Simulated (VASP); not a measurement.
A run of VASP 6.6.1:

Contents of INCAR:

```
ALGO = Fast
EDIFF = 1E-6
ENCUT = 520
GGA = PE
ISIF = 2
ISMEAR = 0
LASPH = T
LCHARG = F
LREAL = F
LWAVE = F
NBANDS = 97
NELM = 100
PREC = Accurate
SIGMA = 0.1
```

The input KPOINTS:

```
k-points
0
Gamma
  3 3 3
```

POSCAR

```
Lu6Sb2Mo
1.0
    6.1334650000      0.6855150000      1.9067270000
   -1.2099230000      5.8899140000      1.0372680000
   -0.0308180000     -0.6382120000      6.6638960000
Lu Mo Sb
6 1 2
Direct
    0.5445264099      0.9707788290      0.4178091881
    0.8951799683      0.2709887724      0.0630948026
    0.8153269085      0.7765025603      0.9696200109
    0.2737028990      0.5772949323      0.7477686826
    0.9781901119      0.5510921953      0.4244821953
    0.2906423937      0.9572272048      0.0546348791
    0.6356403560      0.2682555131      0.7549276746
    0.1270197693      0.1356533654      0.6493666890
    0.4097212577      0.4885687564      0.1265630014
```

Potentials or basis: VASP PAW PBE potentials, release 64 (Lu, Mo_sv, Sb).

The run is started by

```console
$ cat potpaw_PBE.64/Lu/POTCAR potpaw_PBE.64/Mo_sv/POTCAR potpaw_PBE.64/Sb/POTCAR > POTCAR
$ mpirun -np 1 vasp_std > vasp.out
```

Hardware: 1 thread of Intel(R) Xeon(R) 6975P-C (Granite Rapids), on a shared host.

Task: Estimate the wall time of this run.

Result: Wall time 27 min on 1 thread of Intel(R) Xeon(R) 6975P-C (Granite Rapids), on a shared host, peak memory 0.51 GiB. Counts: scf iterations 99, k points 14.
